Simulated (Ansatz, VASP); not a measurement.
**One calculation of HPbNO4, two programs**

```
H Pb N O
1.0
     3.82817    0.14287    0.08952
    -0.25150    5.48989    0.16360
    -0.47874   -1.91427    5.68186
H Pb N O
1 1 1 4
Direct
  0.10913 0.65718 0.54463
  0.61029 0.52127 0.15100
  0.91580 0.96263 0.95867
  0.01384 0.13639 0.88084
  0.72398 0.01057 0.12858
  0.00389 0.73732 0.87043
  0.11927 0.59324 0.37651
```

Change from the starting cell: volume scaled by 0.98.

Alike in both runs: task single point; functional PBE; k mesh 7 × 5 × 5; occupations fermi-dirac, width 0.05 eV; no spin polarisation.

|  | VASP | Ansatz |
| --- | --- | --- |
| version | VASP 6.6.1 | Ansatz 0.2.0 |
| potentials or method | VASP PAW PBE potentials, release 64 (H, Pb_d, N, O) | Ansatz PAW |
| plane-wave cutoff (eV) | 520 | 420 |
| valence electrons in the cell | 44 | 44 |

```tsv
	VASP	Ansatz	Ansatz less VASP
gap on the k mesh at the Fermi level (eV)	3.16	3.18	+0.024
least direct gap on the mesh (eV)	3.24	3.27	+0.026
pressure (GPa)	2.2	1.6	-0.55
largest component of the traceless stress (GPa)	1.19	0.71	-0.482
rms of the force components (eV/Å)	0.373	0.216	-0.1574
```

Atom by atom the forces differ by 0.160 eV/Å (rms over components).

Caveats: spin-orbit coupling is left out, which as a rule narrows the gap of such compounds by several tenths of an eV; the standard files for N, O and F lose accuracy on very short bonds (VASP); an odd mesh through Γ misses points on the zone boundary, where band edges often lie (VASP); forces of over 1 eV/Å show positions far from the minimum, so gaps and moduli don't describe the material at rest (VASP); odd divisions of the mesh miss points on the zone boundary, where band edges often lie, so the gap on the mesh can be too wide (Ansatz); the pressure holds a Pulay correction of +0.5 GPa for the finite cutoff (Ansatz).
